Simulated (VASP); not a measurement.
A run of VASP 6.6.1 is set up as follows.

The input INCAR:

```
ALGO = Fast
EDIFF = 1E-6
EDIFFG = -0.005
ENCUT = 600
IBRION = 2
ISIF = 3
ISMEAR = 0
LASPH = T
LCHARG = F
LREAL = F
LWAVE = F
NELM = 80
NSW = 100
PREC = Accurate
SIGMA = 0.1
```

KPOINTS

```
k-points
0
Gamma
  14 14 10
```

File POSCAR:

```
ZrHg
1.0
    3.1470000000      0.0000000000      0.0000000000
    0.0000000000      3.1470000000      0.0000000000
    0.0000000000      0.0000000000      4.1700000000
Zr Hg
1 1
Direct
    0.5000000000      0.5000000000      0.5000000000
    0.0000000000      0.0000000000      0.0000000000
```

Potentials or basis: VASP PAW LDA potentials, release 64 (Zr_sv, Hg).

Launch:

```console
$ cat potpaw_LDA.64/Zr_sv/POTCAR potpaw_LDA.64/Hg/POTCAR > POTCAR
$ mpirun -np 1 vasp_std > vasp.out
```

**Question.** Predict the relaxed cell.

**Answer.** a = 3.077 Å, b = 3.077 Å, c = 4.233 Å, α = 90.00°, β = 90.00°, γ = 90.00°.

**Question.** Estimate the band gap on the k mesh.

**Answer.** None (metal or under the smearing width).

Final structure:
```
Zr Hg
1.0
     3.07695    0.00000    0.00000
     0.00000    3.07695    0.00000
     0.00000    0.00000    4.23347
Zr Hg
1 1
Direct
  0.50000 0.50000 0.50000
  0.00000 0.00000 0.00000
```

The run has no spin-orbit coupling, so splittings on Hg are missing. LDA usually gives volumes a few per cent too small.
